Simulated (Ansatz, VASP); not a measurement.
## CoCu2SnSe2S2 (Cu2CoSnS2Se2, stannite): VASP beside Ansatz

Aim: how closely do two programs agree when they are given the same cell, functional and k mesh? The cell is invented: As first built, before any earlier steps moved the atoms (in the runner's words): 1x2x1 conventional cells of the CoCu2SnS4 type (32 atoms: 8 S, 4 Co, 8 Cu, 8 Se, 4 Sn); S/Se share their sites, one random draw; start lattice by linear mixing of the end members' cells; atoms moved at random by 0.02 A. Start moments point up or down at random, in equal numbers. It may not be a known or stable phase. The structure shown is the start of the Ansatz relaxation below; VASP solves that cell, so the two are compared at the walk's first step.

Method: plane waves, with VASP 6.6.1 beside it; single point at PBE, in Ansatz 0.2.0.

### 1. The structure

The cell holds 32 atoms: 8 S, 4 Co, 8 Cu, 8 Se and 4 Sn. Cell: a = 5.532 Å, b = 11.063 Å, c = 11.052 Å, α = 90.0°, β = 90.0°, γ = 90.0°. It derives from CoCu2SnS4 (CoCu2SnS4 type, space group 121), repeated 1×2×1. As first built, before any earlier steps moved the atoms (in the runner's words): 1x2x1 conventional cells of the CoCu2SnS4 type (32 atoms: 8 S, 4 Co, 8 Cu, 8 Se, 4 Sn); S/Se share their sites, one random draw; start lattice by linear mixing of the end members' cells; atoms moved at random by 0.02 A. Start moments point up or down at random, in equal numbers.

### 2. Ansatz: relaxation, PBE

Ansatz runs on its default PAW (the set named soft_2) files.

The two programs are compared at the cell with which this relaxation starts, whose forces are those of its first step.

input.yaml reads:

```yaml
crystal:
  lattice:
    - [5.5316, 0.0, 0.0]
    - [0.0, 11.0632, 0.0]
    - [0.0, 0.0, 11.0518]
  atoms:
    - { symbol: S, position: [0.24339, 0.12124, 0.13152] }
    - { symbol: S, position: [0.75779, 0.38021, 0.13077] }
    - { symbol: S, position: [0.74045, 0.36761, 0.63087] }
    - { symbol: S, position: [0.25124, 0.12853, 0.63091] }
    - { symbol: S, position: [0.75888, 0.12133, 0.86646] }
    - { symbol: S, position: [0.233, 0.62008, 0.13311] }
    - { symbol: S, position: [0.25831, 0.86828, 0.36594] }
    - { symbol: S, position: [0.23856, 0.87749, 0.86872] }
    - { symbol: Co, position: [0.99708, 0.99994, 0.0016], spin: -3.0 }
    - { symbol: Co, position: [0.49789, 0.2498, 0.5002], spin: -3.0 }
    - { symbol: Co, position: [0.00023, 0.49779, 0.00014], spin: 3.0 }
    - { symbol: Co, position: [0.50491, 0.7472, 0.50156], spin: 3.0 }
    - { symbol: Cu, position: [0.00043, 0.24884, 0.25362] }
    - { symbol: Cu, position: [0.50276, 0.99783, 0.25013] }
    - { symbol: Cu, position: [0.50209, 0.99966, 0.75124] }
    - { symbol: Cu, position: [0.99976, 0.25121, 0.7526] }
    - { symbol: Cu, position: [0.99756, 0.75037, 0.24916] }
    - { symbol: Cu, position: [0.50046, 0.49785, 0.24895] }
    - { symbol: Cu, position: [0.49929, 0.50162, 0.75207] }
    - { symbol: Cu, position: [0.99521, 0.74856, 0.75117] }
    - { symbol: Se, position: [0.7349, 0.12811, 0.36662] }
    - { symbol: Se, position: [0.26244, 0.3723, 0.36621] }
    - { symbol: Se, position: [0.24077, 0.3785, 0.86956] }
    - { symbol: Se, position: [0.74055, 0.6284, 0.36744] }
    - { symbol: Se, position: [0.75746, 0.87859, 0.13118] }
    - { symbol: Se, position: [0.74206, 0.87025, 0.63531] }
    - { symbol: Se, position: [0.26026, 0.62891, 0.63441] }
    - { symbol: Se, position: [0.75667, 0.62295, 0.86679] }
    - { symbol: Sn, position: [0.50211, 0.24767, 0.00063] }
    - { symbol: Sn, position: [0.9939, 0.99632, 0.49945] }
    - { symbol: Sn, position: [0.49675, 0.7503, 0.00406] }
    - { symbol: Sn, position: [0.99699, 0.49887, 0.50037] }
magnetization:
  spin_polarized: true
kpoints:
  mp_grid: { grid: [3, 2, 2], shift: [0.0, 0.5, 0.5] }
hamiltonian:
  xc: pbe
scf:
  occupations: { method: fermi_dirac, width: 0.03 }
output:
  forces: true
  stress: true
relax:
  f_tol: 0.02
  max_steps: 45
  cell: { stress_tol: 0.1 }
```

Run with:

```console
$ ansatz run input.yaml --threads 4 --pin off --max-ram 15360MiB --backend cpu --events-out ev --progress --plain --runs-dir out
```

Numbers of over 12 decimals in the logs are rounded to 6 here.

The program printed:

```text
The last accepted step is kept in <dir> (removed where the run ends without a failure and the disk answers)
Engine: ansatz 0.2.0, x86_64-unknown-linux-gnu
Pseudopotentials: kind: paw
Pseudopotential: S, paw, valence charge 6, recommended cutoff 420 eV (normal), S.paw.azcp
Pseudopotential: Co, paw, valence charge 17, recommended cutoff 420 eV (normal), Co.paw.azcp
Pseudopotential: Cu, paw, valence charge 19, recommended cutoff 420 eV (normal), Cu.paw.azcp
Pseudopotential: Se, paw, valence charge 16, recommended cutoff 420 eV (normal), Se.paw.azcp
Pseudopotential: Sn, paw, valence charge 14, recommended cutoff 420 eV (normal), Sn.paw.azcp
Functional definition: PBE
  parameter kappa = 0.804
  parameter beta = 0.066725
  exchange = pbe_x(kappa = kappa, mu = beta*pi^2/3)
  correlation = pbe_c(beta = beta)
Crystal: 32 atoms, lattice volume = 676.339 Å³
Basis set: ecut = 420 eV, 13287 PW (Γ), exchange–correlation on 80×150×150 points (8 copies of the dense FFT grid, shifted against one another)
Bands: 279, of which v1, the nominal top of the filled ones, is band 226 counted from 1 (225 counted from 0)
Symmetry: 1 space group operations
Space group: P1 (ITA 1), of the structure as read, at distance tolerance 8.8e-5 Å
Magnetic group: BNS 1.1 (UNI 1), of the structure as read, at distance tolerance 8.8e-5 Å
k-points: 6 of 12 (time reversal used)
Non-local potential: S, projectors of the file, l = 0: 2, l = 1: 2, l = 2: 2
Non-local potential: Co, projectors of the file, l = 0: 3, l = 1: 2, l = 2: 3, l = 3: 1
Non-local potential: Cu, projectors of the file, l = 0: 3, l = 1: 2, l = 2: 3, l = 3: 1
Non-local potential: Se, projectors of the file, l = 0: 2, l = 1: 2, l = 2: 3, l = 3: 1
Non-local potential: Sn, projectors of the file, l = 0: 2, l = 1: 2, l = 2: 2, l = 3: 2
PAW form: soft (Blöchl's): semilocal exchange-correlation on the pseudo side does not see the compensation charge
PAW one-centre angular grid: S, 110 points (default); XC on 64 Gauss nodes
PAW one-centre angular grid: Co, 590 points (default); XC on 64 Gauss nodes
PAW one-centre angular grid: Cu, 590 points (default); XC on 64 Gauss nodes
PAW one-centre angular grid: Se, 590 points (default); XC on 64 Gauss nodes
PAW one-centre angular grid: Sn, 590 points (default); XC on 64 Gauss nodes
Initial density: superposition of atomic densities (chi_scale 0.1, normalization cell)
Starting moments: Σ|m| = 12 μB on 4 of 32 sites
Starting magnetic order: compensated ferrimagnet; no operation exchanges its spin sublattices
Initial wavefunctions: pseudopotential atomic-orbital guess
Functional: x = pbe(κ = 0.804, μ = 0.219515), c = pbe(β = 0.066725)
SCF iter   1: F=—  HF=-148582.326056 eV  |F-HF|=—  |Δ(HF+E_count)|=         —  Δρ=6.44e-2 (↑6.44e-2 ↓6.41e-2)  dr2=8.66e1  dr2_m=2.04e0  M=-0.069 μB ∫|m|=10.976 μB  β_m=0.30  ethr=3.10e-3  ⟨swp⟩=6.0  Hψ=12396  notcnv=0  defer=76
Mixer restart at iter 1: flushing history
preconditioner: auto → Kerker (q_TF=auto, 2.551 Å⁻¹)  [metal: Δε(μ)=0.008 eV  Ē_g=10.790 eV  σ=0.030 eV  W_gap=0.07  n_scr=192 (ndim 8)  ℏωp=23.7 eV  f_vac=0.018  D(μ)=32.12/eV (n_scr^D=300)]
spin=Collinear: Kerker preconditioning applied to the charge; magnetization (m = ρ↑ − ρ↓) channel mixes plain (no charge-response kernel on spin).
SCF iter   2: F=—  HF=-148581.399134 eV  |F-HF|=—  |Δ(HF+E_count)|=   9.27e-1  Δρ=2.84e-2 (↑2.84e-2 ↓2.82e-2)  dr2=1.22e1  dr2_m=8.66e-1  M=0.004 μB ∫|m|=11.347 μB  β_m=0.28  ethr=3.10e-3  ⟨swp⟩=3.0  Hψ=6791  notcnv=0  defer=449
preconditioner: auto → Resta (q_TF=auto, 2.551 Å⁻¹)  ε∞=5.4  [insulator: Δε(μ)=0.252 eV  Ē_g=11.304 eV  σ=0.030 eV  W_gap=0.97  n_scr=192 (ndim 8)  ℏωp=23.7 eV  f_vac=0.022  D(μ)=0.98/eV (n_scr^D=0)  ε∞_Penn≈5.4]
spin=Collinear: Resta preconditioning applied to the charge; magnetization (m = ρ↑ − ρ↓) channel mixes plain (no charge-response kernel on spin).
SCF iter   3: F=—  HF=-148578.362417 eV  |F-HF|=—  |Δ(HF+E_count)|=    3.04e0  Δρ=1.76e-2 (↑1.75e-2 ↓1.76e-2)  dr2=5.20e0  dr2_m=8.57e-1  M=-0.002 μB ∫|m|=11.044 μB  β_m=0.48  ethr=2.71e-3  ⟨swp⟩=3.0  Hψ=4711  notcnv=0  defer=516
SCF iter   4: F=—  HF=-148579.356693 eV  |F-HF|=—  |Δ(HF+E_count)|=   9.94e-1  Δρ=8.51e-3 (↑8.51e-3 ↓8.43e-3)  dr2=1.03e0  dr2_m=2.42e-1  M=-0.000 μB ∫|m|=10.748 μB  β_m=0.56  ethr=1.15e-3  ⟨swp⟩=3.0  Hψ=4649  notcnv=0  defer=516
SCF iter   5: F=—  HF=-148579.510075 eV  |F-HF|=—  |Δ(HF+E_count)|=   1.53e-1  Δρ=7.19e-3 (↑7.19e-3 ↓7.04e-3)  dr2=9.81e-1  dr2_m=5.02e-2  M=-0.001 μB ∫|m|=10.605 μB  β_m=0.49  ethr=2.27e-4  ⟨swp⟩=2.0  Hψ=4908  notcnv=0  defer=516
SCF iter   6: F=—  HF=-148579.426382 eV  |F-HF|=—  |Δ(HF+E_count)|=   8.37e-2  Δρ=3.59e-3 (↑3.59e-3 ↓3.37e-3)  dr2=1.94e-1  dr2_m=1.60e-2  M=-0.000 μB ∫|m|=10.634 μB  β_m=0.51  ethr=2.17e-4  ⟨swp⟩=2.0  Hψ=6180  notcnv=0  defer=516
[...]
SCF iter  10: F=—  HF=-148580.876538 eV  |F-HF|=—  |Δ(HF+E_count)|=  2.62e-10  Δρ=1.31e-7 (↑1.31e-7 ↓1.29e-7)  dr2=2.65e-10  dr2_m=2.85e-12  M=0.001 μB ∫|m|=10.229 μB  β_m=0.57  ethr=1.00e-12  ⟨swp⟩=2.0  Hψ=4071  notcnv=0
[...]
SCF converged after 11 iterations
Magnetization: 0.0005 μB (226.0003 up, 225.9997 down)
Absolute magnetization: 10.2413 μB (∫|ρ↑−ρ↓|, with the PAW one-centre terms)
Spin contamination: 5.5211 ħ² per cell (⟨S²⟩ above its minimum at these occupations)
Per-site moments (μB) at R_I (Å): [(-0.046591, 0.932516), (0.044351, 0.928618), (-0.045009, 0.926390), (-0.042964, 0.930190), (-0.046822, 0.932651), (0.046194, 0.929102), (0.045903, 0.924337), (-0.048876, 0.931628), (-1.926695, 0.931628), (-1.910606, 0.926390), (1.909657, 0.928618), (1.901547, 0.924337), (-0.036014, 0.941708), (-0.031057, 0.940729), (-0.044925, 0.950162), (-0.041041, 0.949658), (0.047801, 0.943060),  [...]
Free energy (F): -148580.876538 eV
Harris-Foulkes:  -148580.876538 eV  (|F-HF|=8.73e-11)
Internal energy: -148580.872882 eV  (E = F + TS)
E sigma→0 (E₀):  -148580.874710 eV
Entropy (-TS):   -0.003656 eV (-0.114 meV/atom)
Fermi energy:    8.789514 eV
--- Per-component energies (eV) ---
  E_band       = -9095.428752
  E_kinetic    = 6738.470584
  E_local      = -87586.338259  (includes V_loc(G=0)·N_el)
  E_nonlocal   = 352.135481
  E_hartree    = 40187.610405
  E_xc         = -4470.457709
  E_vxc        = -3584.668521  (∫ρ·V_xc dr)
  E_paw        = -56067.177072  (= ΣΔE_a)
  E_vpaw       = -5390.248714  (= ΣTr[D̂ρ^β])
  E_aug_tail   = -0.002213  (compensation charges beyond the density's cutoff)
  E_ewald      = -47735.114100
  E_smearing   = -0.003656  (= −TS)
  E_closure    = -0.000000  (closes the sum)
  Σ components = -148580.876538   (vs F -148580.876538, Δ=0.00e0)
--- Forces (eV/Å), atoms counted from 1 ---
  atom   1  S      0.00158664    -0.00063657    -0.00048907
  atom   2  S      0.00040429     0.00019314    -0.00009577
  atom   3  S      0.00257014     0.00074715     0.00100318
  atom   4  S     -0.00105170     0.00008253     0.00194475
  atom   5  S     -0.00102976    -0.00077910    -0.00021898
  atom   6  S      0.00104897     0.00067280     0.00056319
  atom   7  S     -0.00145939     0.00140379     0.00135657
  atom   8  S     -0.00021431     0.00007032     0.00035558
  atom   9  Co    -0.00194100    -0.00223847     0.00004467
  atom  10  Co     0.00091676     0.00189520     0.00033263
  atom  11  Co    -0.00017079     0.00128172     0.00033703
  atom  12  Co     0.00102777     0.00064721     0.00010590
  atom  13  Cu    -0.00098741    -0.00080682     0.00250457
  atom  14  Cu     0.00022827    -0.00004257    -0.00156121
  atom  15  Cu    -0.00025245     0.00088735    -0.00045876
  atom  16  Cu    -0.00094988    -0.00121569    -0.00125526
  atom  17  Cu    -0.00007213    -0.00120146    -0.00029057
  atom  18  Cu     0.00029643    -0.00168508     0.00037374
  atom  19  Cu     0.00166887    -0.00177171     0.00031079
  atom  20  Cu     0.00061972    -0.00011756    -0.00024915
  atom  21  Se     0.00022325    -0.00207146    -0.00143796
  atom  22  Se    -0.00098539     0.00169384    -0.00079762
  atom  23  Se     0.00019129    -0.00026162    -0.00053948
  atom  24  Se    -0.00047998    -0.00158038    -0.00063875
  atom  25  Se     0.00248568     0.00005947    -0.00154970
  atom  26  Se    -0.00161705     0.00134471    -0.00063258
  atom  27  Se    -0.00018210     0.00010847    -0.00153053
  atom  28  Se    -0.00012747     0.00097024    -0.00068378
  atom  29  Sn    -0.00051163     0.00141872     0.00218085
  atom  30  Sn    -0.00103460     0.00076306    -0.00015818
  atom  31  Sn    -0.00001065     0.00109636     0.00069955
  atom  32  Sn    -0.00018949    -0.00093071     0.00047440
  max |Σ_I F_I| component: 3.11e-6 eV/Å
--- Stress (GPa, compression-positive) ---
       -0.007892      -0.002721      -0.000778
       -0.002721      -0.011136       0.001997
       -0.000778       0.001997      -0.007688
  P = ⅓ Tr σ = -0.0089 GPa (-0.089 kbar)
--- Relaxed structure (6 steps of the walk, 6 accepted, 1 SCFs on fresh bases) ---
  F+E_penalty+E_count = -148580.87653813 eV   max|allowed force component| = 2.570e-3 eV/Å   (the final SCF, on the basis selected at the relaxed cell)
  cell:  # Å, volume = 680.7405 Å³
    - [5.562826, -0.00719787, -0.0030215]
    - [-0.014396, 11.117122, 0.00215693]
    - [-0.00603676, 0.00215471, 11.007650]
  atoms:
    - { symbol: S, position: [0.231300, 0.114974, 0.127948] }
    - { symbol: S, position: [0.766266, 0.381689, 0.130062] }
    - { symbol: S, position: [0.732991, 0.358798, 0.632383] }
    - { symbol: S, position: [0.266173, 0.132573, 0.635033] }
    - { symbol: S, position: [0.767947, 0.114034, 0.869835] }
    - { symbol: S, position: [0.229576, 0.615833, 0.132274] }
    - { symbol: S, position: [0.267258, 0.867394, 0.369888] }
    - { symbol: S, position: [0.232086, 0.889247, 0.873413] }
    - { symbol: Co, position: [1.007066, 1.006828, -0.00430888] }
    - { symbol: Co, position: [0.497629, 0.245943, 0.511647] }
    - { symbol: Co, position: [-0.000627811, 0.498976, 0.011872] }
    - { symbol: Co, position: [0.489959, 0.754376, 0.495272] }
    - { symbol: Cu, position: [0.000375971, 0.248695, 0.234610] }
    - { symbol: Cu, position: [0.473260, 0.999670, 0.250322] }
    - { symbol: Cu, position: [0.487141, 1.006841, 0.758838] }
    - { symbol: Cu, position: [0.986953, 0.239965, 0.745648] }
    - { symbol: Cu, position: [1.024018, 0.750590, 0.250698] }
    - { symbol: Cu, position: [0.497406, 0.496954, 0.235333] }
    - { symbol: Cu, position: [0.512263, 0.488603, 0.744132] }
    - { symbol: Cu, position: [1.012747, 0.758355, 0.760563] }
    - { symbol: Se, position: [0.727967, 0.136320, 0.367445] }
    - { symbol: Se, position: [0.271328, 0.360906, 0.367844] }
    - { symbol: Se, position: [0.224547, 0.381330, 0.869612] }
    - { symbol: Se, position: [0.726395, 0.634745, 0.363568] }
    - { symbol: Se, position: [0.770583, 0.887819, 0.133172] }
    - { symbol: Se, position: [0.726281, 0.866977, 0.635845] }
    - { symbol: Se, position: [0.270118, 0.634234, 0.634605] }
    - { symbol: Se, position: [0.771279, 0.612622, 0.870145] }
    - { symbol: Sn, position: [0.507430, 0.245163, 0.0010024] }
    - { symbol: Sn, position: [1.009047, 1.000675, 0.501127] }
    - { symbol: Sn, position: [0.488015, 0.750369, 0.00101448] }
    - { symbol: Sn, position: [0.989371, 0.495112, 0.501931] }
```

In the SCF lines HF is the Harris–Foulkes energy and dr2 the Hartree energy of the density residual, in eV; the loop may stop once dr2 is under the threshold and the program's other checks hold. Hψ counts applications of the Hamiltonian.

(Part 1 of 2 ends here.)

[Lines on the potential files, build, host, timing and source positions are cut from VASP's logs without a mark.]

[Logs are printed without paths, hosts, clocks, repeated set-up lines and the standing remarks that a program may print on its own settings, such as how far it seeks lower states.]

[Hosts, paths, dates, database ids (printed as entryN), source tags and the programs' standing remarks are cut or masked in the printed files.]
